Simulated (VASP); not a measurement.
Computed with optB88-vdW, VASP's PBE PAW potentials (set 64) (plane waves; VASP).

VASP ran on this input.

### KPOINTS
```
k-points along high-symmetry lines
15
Line-mode
Reciprocal
  0.000000   0.000000   0.000000 ! GAMMA
  0.500000   0.000000   0.500000 ! X

  0.500000   0.000000   0.500000 ! X
  0.625000   0.250000   0.625000 ! U

  0.375000   0.375000   0.750000 ! K
  0.000000   0.000000   0.000000 ! GAMMA

  0.000000   0.000000   0.000000 ! GAMMA
  0.500000   0.500000   0.500000 ! L

  0.500000   0.500000   0.500000 ! L
  0.500000   0.250000   0.750000 ! W

  0.500000   0.250000   0.750000 ! W
  0.500000   0.000000   0.500000 ! X
```

### POSCAR
```
LiCl
1.0
  0.0000000000   2.5509776301   2.5509776301
  2.5509776301   0.0000000000   2.5509776301
  2.5509776301   2.5509776301   0.0000000000
Li Cl
1 1
direct
  0.0000000000   0.0000000000   0.0000000000
  0.5000000000   0.5000000000   0.5000000000
```

**INCAR**
```
SYSTEM = LiCl
PREC = Accurate
ENCUT = 520
EDIFF = 1E-7
NELM = 100
ALGO = Normal
LREAL = .FALSE.
LASPH = .TRUE.
ISMEAR = 0
SIGMA = 0.05
GGA = BO
PARAM1 = 0.1833333333
PARAM2 = 0.22
LUSE_VDW = .TRUE.
AGGAC = 0.0
LWAVE = .FALSE.
LCHARG = .FALSE.
LORBIT = 11
ICHARG = 11
```

POTCAR, in this order: Li_sv Cl (PBE.64 set). Program: vasp_std. Read from the step before: CHGCAR.

Output of the run:

### OSZICAR
```
       N       E                     dE             d eps       ncg     rms          rms(c)
DAV:   1     0.452882049397E+02    0.45288E+02   -0.42936E+03  1636   0.103E+03
DAV:   2    -0.283973566721E+01   -0.48128E+02   -0.46084E+02  2197   0.163E+02
DAV:   3    -0.458362563814E+01   -0.17439E+01   -0.17418E+01  2031   0.372E+01
DAV:   4    -0.462646827164E+01   -0.42843E-01   -0.42796E-01  2694   0.529E+00
DAV:   5    -0.462671445153E+01   -0.24618E-03   -0.24616E-03  2148   0.378E-01
DAV:   6    -0.462671827087E+01   -0.38193E-05   -0.38192E-05  2610   0.358E-02
DAV:   7    -0.462671828722E+01   -0.16355E-07   -0.16369E-07  2318   0.246E-03
   1 F= -.46267183E+01 E0= -.46267183E+01  d E =-.814829E-26
```

**OUTCAR**
```
 val. band max:        0.5643616920   @ k =   0.0804   0.0804   0.1607

 cond. band min:       7.0682767885   @ k =   0.0000   0.0000   0.0000



 k-point     1 :       0.0000    0.0000    0.0000
  band No.  band energies     occupation
      1     -43.2774      2.00000
      2     -12.8654      2.00000
      3       0.5616      2.00000
      4       0.5616      2.00000
      5       0.5616      2.00000
      6       7.0683      0.00000
      7      12.5194      0.00000
      8      12.5194      0.00000
      9      12.5194      0.00000

 k-point     2 :       0.0357    0.0000    0.0357
  band No.  band energies     occupation
      1     -43.2774      2.00000
      2     -12.8566      2.00000
      3       0.5192      2.00000
      4       0.5452      2.00000
      5       0.5452      2.00000
      6       7.1295      0.00000
      7      12.4153      0.00000
      8      12.5247      0.00000
      9      12.5247      0.00000

 k-point     3 :       0.0714    0.0000    0.0714
  band No.  band energies     occupation
      1     -43.2772      2.00000
      2     -12.8305      2.00000
      3       0.3964      2.00000
      4       0.4973      2.00000
      5       0.4973      2.00000
      6       7.3097      0.00000
      7      12.1389      0.00000
      8      12.5451      0.00000
      9      12.5452      0.00000

 k-point     4 :       0.1071    0.0000    0.1071
  band No.  band energies     occupation
      1     -43.2770      2.00000
      2     -12.7876      2.00000
      3       0.2038      2.00000
      4       0.4214      2.00000
      5       0.4214      2.00000
      6       7.5965      0.00000
      7      11.7621      0.00000
      8      12.4912      0.00000
      9      12.5915      0.00000

 k-point     5 :       0.1429    0.0000    0.1429
  band No.  band energies     occupation
      1     -43.2767      2.00000
      2     -12.7294      2.00000
      3      -0.0442      2.00000
      4       0.3228      2.00000
...
```

The density is held fixed in this step, so its total energy and stress have no physical meaning.

The compound is LiCl in the rock salt structure. It was relaxed first.
